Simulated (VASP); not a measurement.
```xyz
10
Lattice="4.6442 0.0000 0.0000 -2.3221 4.0220 0.0000 0.0000 0.0000 24.4071" Properties=species:S:1:pos:R:3 pbc="T T T"
Ta     2.3221     4.0220     8.2520
Ta     2.3221     1.3407     9.0003
Ta     0.0000     2.6813     9.7661
Ta     4.6442     0.0000    10.8300
Ta     2.3221     1.3407    11.7761
Ta     0.0000     2.6813    12.6310
Ta     2.3221     4.0220    13.5771
Ta     2.3221     1.3407    14.6410
Ta     0.0000     2.6813    15.4068
Ta     4.6442     0.0000    16.1552
```

Computed with PBEsol GGA, VASP's PBE PAW potentials (set 64) (plane waves; VASP). Settings: PREC = Normal, 400 eV cut-off, 7×7×1 Γ-centred mesh, first-order Methfessel-Paxton smearing of 0.10 eV, potentials Ta_pv.

Unless said otherwise, spin-orbit coupling is left out, though it shifts the bands of the heavy elements here.

Predict the energy per atom (σ→0), band gap (on the k-mesh) with the smallest direct gap where there is one.

- band gap (on the k-mesh): none (metal, semimetal or under 0.01 eV)
- energy per atom (σ→0): -11.851 eV/atom

The cell is a thin slab with vacuum, built from Ta (bcc): (111) face.
